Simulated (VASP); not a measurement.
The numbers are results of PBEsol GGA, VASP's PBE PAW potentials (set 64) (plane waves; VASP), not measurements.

VASP ran on this input.

KPOINTS:
```
K-points
0
gamma
 8 8 8
0 0 0
```

### INCAR
```
EDIFF = 1E-6   # SCF stop (eV)
GGA = PS   # PBEsol
ALGO = Normal   # blocked Davidson
ENCUT = 500   # plane-wave cut-off (eV)
EDIFFG = -0.02
LMAXMIX = 4
NSW = 40   # most ionic steps
LWAVE = F
ISIF = 3   # ions, shape and volume
SIGMA = 0.05
PSTRESS = 300
LCHARG = F
LREAL = F
LASPH = T   # aspherical one-centre terms
PREC = Accurate
ISMEAR = 0   # Gaussian
SYSTEM = PbS
NELM = 100
IBRION = 2   # conjugate gradients
```

**POSCAR**
```
PbS
1
    0.0000000000     2.7473084984     2.7473084984
    2.7473084984     0.0000000000     2.7473084984
    2.7473084984     2.7473084984     0.0000000000
Pb S
1 1
Direct
  0.0000000000   0.0000000000   0.0000000000
  0.5000000000   0.5000000000   0.5000000000
```

POTCAR, in this order: Pb_d S (PBE.64 set). Program: vasp_std.

What will the output report for the number of irreducible k-points (NKPTS), largest plane-wave count, number of space-group operations, FFT grid (NGX, NGY, NGZ)?

The number of irreducible k-points (NKPTS) is 29. The largest plane-wave count is 1067 and the number of space-group operations is 48. The FFT grid (NGX, NGY, NGZ) comes out as 28 × 28 × 28.

The structure was generated: PbS was put into the rock salt type (Fm-3m), which need not be its known phase. This run relaxes it under an external pressure of 30 GPa. Symmetry was kept, so distortions that lower it aren't found.
